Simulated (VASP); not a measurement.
Consider the following.

```
CELL_PARAMETERS angstrom
     -1.90147     1.90147     4.85247
      1.90147    -1.90147     4.85247
      1.90147     1.90147    -4.85247
ATOMIC_POSITIONS crystal
  Ti 0.75000 0.25000 0.50000
  Ti 0.00000 0.00000 0.00000
  O  0.54347 0.04347 0.50000
  O  0.79347 0.79347 0.00000
  O  0.20653 0.20653 0.00000
  O  0.95653 0.45653 0.50000
```

Computed with PBE GGA, VASP's PBE PAW potentials (set 64) (plane waves; VASP). Numerical set-up: 620 eV cut-off, 8×8×8 Γ-centred mesh, Gaussian smearing of 0.050 eV, potentials Ti_sv O.

### Question
Estimate the energy per atom (σ→0).

### Answer

```json
{
  "energy per atom (σ→0)": "-8.979 eV/atom"
}
```

The absolute energy has meaning only against runs of the same code, potentials and settings.

The compound is TiO2 in the anatase structure, one of several forms; rutile is the usual stable one. It was relaxed first.
